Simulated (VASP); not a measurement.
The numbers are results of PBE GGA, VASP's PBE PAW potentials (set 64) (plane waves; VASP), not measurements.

Input for VASP

INCAR:
```
EDIFF  =  1E-5   # SCF stop (eV)
ENCUT  =  400   # plane-wave cut-off (eV)
SYSTEM  =  Cu
GGA  =  PE
ISIF  =  2
IBRION  =  2   # conjugate gradients
ALGO  =  Fast   # Davidson, then RMM-DIIS
LREAL  =  .FALSE.   # projection in real space or not
EDIFFG  =  -0.03   # ionic stop
LMAXMIX  =  4
SIGMA  =  0.1   # width (eV)
ISMEAR  =  1
LWAVE  =  .FALSE.
NELMIN  =  4
LASPH  =  .TRUE.
LCHARG  =  .FALSE.
PREC  =  Normal
NSW  =  20
NELM  =  100
```

KPOINTS:
```
Automatic mesh
0
Gamma
20 20 20
0 0 0
```

File POSCAR:
```
Cu
1
    0.0000000000     1.8157517255     1.8157517255
    1.8157517255     0.0000000000     1.8157517255
    1.8157517255     1.8157517255     0.0000000000
Cu
1
Direct
  0.0000000000   0.0000000000   0.0000000000
```

POTCAR, in this order: Cu (PBE.64 set). Program: vasp_std.

Task: Predict the energy per atom (σ→0), band gap (on the k-mesh).

Result: 
```json
{
  "energy per atom (σ→0)": "-3.730 eV/atom",
  "band gap (on the k-mesh)": "none (metal, semimetal or under 0.01 eV)"
}
```

OSZICAR:
```
...
RMM:   7    -0.373997474316E+01    0.33604E+00   -0.10126E+00  4624   0.259E+01    0.102E+00
RMM:   8    -0.373138113725E+01    0.85936E-02   -0.28895E-02  4614   0.212E+00    0.305E-01
RMM:   9    -0.372984071804E+01    0.15404E-02   -0.78228E-03  4679   0.229E+00    0.280E-02
RMM:  10    -0.372998712464E+01   -0.14641E-03   -0.12301E-03  4931   0.449E-01    0.178E-02
RMM:  11    -0.373001672222E+01   -0.29598E-04   -0.21227E-04  4629   0.354E-01    0.470E-02
RMM:  12    -0.372999090483E+01    0.25817E-04   -0.74083E-05  4326   0.185E-01    0.106E-03
RMM:  13    -0.372999370974E+01   -0.28049E-05   -0.23069E-05  3519   0.555E-02
   1 F= -.37299937E+01 E0= -.37300480E+01  d E =-.372999E+01
```

The compound is Cu in the fcc structure. It was relaxed first.
